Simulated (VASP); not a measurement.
Method: r2SCAN meta-GGA, VASP's PBE PAW potentials (set 64) (plane waves; VASP).

VASP input:

**POSCAR**
```
CoAl
1
    2.8600000000     0.0000000000     0.0000000000
    0.0000000000     2.8600000000     0.0000000000
    0.0000000000     0.0000000000     2.8600000000
Al Co
1 1
Direct
  0.5000000000   0.5000000000   0.5000000000
  0.0000000000   0.0000000000   0.0000000000
```

### KPOINTS
```
Regular mesh
0
gamma
  11 11 11
0 0 0
```

**INCAR**
```
# general
SYSTEM  = CoAl
PREC    = Accurate
ENCUT   = 480
LREAL   = .FALSE.
LASPH   = .TRUE.

# electronic loop
EDIFF   = 1E-6
NELM    = 100
ALGO    = Normal
LMAXMIX = 4
LMIXTAU = .TRUE.

# smearing
ISMEAR  = 1
SIGMA   = 0.1

# functional
METAGGA = R2SCAN

# ions
IBRION  = 2
NSW     = 60
ISIF    = 3
EDIFFG  = -0.01

# output
LWAVE   = .FALSE.
LCHARG  = .FALSE.
```

POTCAR, in this order: Al Co (PBE.64 set). Program: vasp_std.

Q: What will the output report for the number of irreducible k-points (NKPTS), largest plane-wave count, number of space-group operations, FFT grid (NGX, NGY, NGZ)?

A: 
```yaml
number of irreducible k-points (NKPTS): 56
largest_plane_wave_count: 587
number_of_space_group_operations: 48
FFT grid (NGX, NGY, NGZ): 20 × 20 × 20
```

The compound is CoAl in the CsCl type structure. This run relaxes it. Symmetry was kept, so distortions that lower it aren't found. The run is not spin-polarised, so no magnetic state was tried.
